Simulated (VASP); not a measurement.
Given:

```
CELL_PARAMETERS angstrom
      2.50996     0.00000     0.00000
     -1.25498     2.17369     0.00000
      0.00000     0.00000     6.54930
ATOMIC_POSITIONS crystal
  B  0.66667 0.33333 0.75000
  B  0.33333 0.66667 0.25000
  N  0.33333 0.66667 0.75000
  N  0.66667 0.33333 0.25000
```

All values below come from optB88-vdW, VASP's PBE PAW potentials (set 64) (plane waves; VASP). Settings: PREC = Normal, EDIFF = 1E-5, 500 eV cut-off, 13×13×5 Γ-centred mesh, Gaussian smearing of 0.050 eV, potentials B N.

Question: Predict the energy per atom (σ→0).

Answer: 
```yaml
energy per atom (σ→0): -7.795 eV/atom
```

The absolute energy has meaning only against runs of the same code, potentials and settings.

The compound is BN in the hex structure. It was relaxed first.
